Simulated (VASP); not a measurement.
Calculation: r2SCAN meta-GGA, VASP's PBE PAW potentials (set 64) (plane waves; VASP 6.6.1).

VASP input:

**INCAR**
```
LCHARG = .False.
ENCUT = 600   # plane-wave cut-off (eV)
LREAL = .False.   # projection in real space or not
LMIXTAU = .True.
NELM = 100   # most electronic steps
ISMEAR = 0
EDIFF = 1E-7
ISIF = 2
SYSTEM = SiC
PREC = Accurate
LWAVE = .False.
METAGGA = R2SCAN
ALGO = Normal
SIGMA = 0.05   # width (eV)
LASPH = .True.   # aspherical one-centre terms
```

### KPOINTS
```
Automatic
0
G
8 8 4
```

### POSCAR
```
SiC
9.6904030
  0.1522847077  -0.2637648270   0.0000000000
  0.1522847077   0.2637648270   0.0000000000
  0.0000000000   0.0000000000   0.5000000027
Si C
2 2
Cart
  0.1522847077  -0.0879217848   0.2498015153
  0.1522847077   0.0879217848   0.4998015166
  0.1522847077  -0.0879217848   0.4376984885
  0.1522847077   0.0879217848   0.1876984871
```

POTCAR, in this order: Si C (PBE.64 set). Program: vasp_std.

Problem. Predict the energy per atom (σ→0), pressure.

Solution. 
```json
{
 "energy per atom (σ→0)": "-9.541 eV/atom",
 "pressure": "35.07 GPa"
}
```

**OSZICAR**
```
...
DAV:  17    -0.381653917385E+02   -0.80767E-05   -0.12599E-06   844   0.117E-02    0.197E-03
DAV:  18    -0.381653834509E+02    0.82876E-05   -0.36986E-07   804   0.815E-03    0.119E-03
DAV:  19    -0.381653861845E+02   -0.27336E-05   -0.45802E-08   440   0.300E-03    0.343E-04
DAV:  20    -0.381653830381E+02    0.31464E-05   -0.13027E-08   424   0.125E-03    0.276E-04
DAV:  21    -0.381653843094E+02   -0.12713E-05   -0.64043E-09   396   0.111E-03    0.319E-04
DAV:  22    -0.381653835692E+02    0.74017E-06   -0.17839E-09   388   0.423E-04    0.578E-05
DAV:  23    -0.381653836428E+02   -0.73567E-07   -0.22310E-10   380   0.151E-04
   1 F= -.38165384E+02 E0= -.38165384E+02  d E =-.121117E-13
```

The compound is SiC in the wurtzite structure, the rare 2H polytype. This cell was strained or had an atom moved on purpose.
